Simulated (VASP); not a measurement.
```yaml
crystal:
  lattice:
    - [-1.40176, 1.40176, 1.40176]
    - [1.40176, -1.40176, 1.40176]
    - [1.40176, 1.40176, -1.40176]
  atoms:
    - { symbol: Fe, position: [0.00000, 0.00000, 0.00000], spin: 2.1 }
```

Method: optB86b-vdW, VASP's PBE PAW potentials (set 64) (plane waves; VASP). Run with 520 eV cut-off, Gaussian smearing of 0.050 eV, potentials Fe.

**Question.** Give the spin-up energies of bands 1 to 6 at the high-symmetry points, in eV from the Fermi level.

**Answer.** 
```tsv
band	Γ	H	N	P
1	-8.64	-5.00	-5.10	-3.35
2	-2.37	-5.00	-3.51	-3.35
3	-2.37	0.17	-0.99	-3.35
4	-2.37	0.17	-0.84	-0.80
5	-1.04	0.17	0.45	-0.80
6	-1.04	10.11	0.49	8.85
```

**Question.** Give the spin-down energies of bands 1 to 6 at the high-symmetry points, in eV from the Fermi level.

**Answer.** 
| band | Γ | H | N | P |
|---|---|---|---|---|
| 1 | -8.41 | -3.31 | -3.87 | -2.00 |
| 2 | -0.57 | -3.31 | -1.89 | -2.00 |
| 3 | -0.57 | 2.24 | 0.69 | -2.00 |
| 4 | -0.57 | 2.24 | 1.36 | 1.81 |
| 5 | 1.49 | 2.24 | 1.76 | 1.81 |
| 6 | 1.49 | 10.44 | 2.55 | 9.76 |

It has no gap at this level: it comes out as a metal or semimetal.

The compound is Fe in the bcc structure. It was relaxed first, which changed the volume by -7 %.
